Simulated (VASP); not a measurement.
A run of VASP 6.6.1 is set up as follows.

The input INCAR:

```
PREC = Accurate ; ENCUT = 600
EDIFF = 1E-6 ; ISMEAR = 0
SIGMA = 0.05 ; LREAL = F
LASPH = T ; NELM = 100
ALGO = Normal ; ISIF = 3
LWAVE = F ; LCHARG = F
GGA = PE ; IBRION = 2
NSW = 60 ; EDIFFG = -0.01
```

File KPOINTS:

```
regular mesh
0
Gamma
  8 8 7
```

File POSCAR:

```
Be3H2
1.0
    3.7098100000      0.0000000000      0.0000000000
   -1.8549000000      3.2127900000      0.0000000000
    0.0000000000      0.0000000000      3.5997900000
Be H
3 2
Direct
    0.3314200000      0.3314200000      0.0000000000
    0.6685800000      0.0000000000      0.0000000000
    0.0000000000      0.6685800000      0.0000000000
    0.3333300000      0.6666700000      0.2574400000
    0.6666700000      0.3333300000      0.7425600000
```

Potentials or basis: VASP PAW PBE potentials, release 64 (Be, H).

The run is started by

```bash
$ cat potpaw_PBE.64/Be/POTCAR potpaw_PBE.64/H/POTCAR > POTCAR
$ mpirun -np 1 vasp_std > vasp.out
```

Question: What does it give for the relaxed cell?

Answer: a = 3.703 Å, b = 3.703 Å, c = 3.850 Å, α = 90.00°, β = 90.00°, γ = 120.00°.

Question: Estimate the space group after relaxing (to 0.05 Å).

Answer: P321 (No. 150).

Forces on the atoms (eV/Å):
```
Be   0.001  0.001  0.000
Be  -0.002  0.000  0.000
Be   0.001 -0.001  0.000
H    0.000  0.000 -0.008
H    0.000  0.000  0.008
```
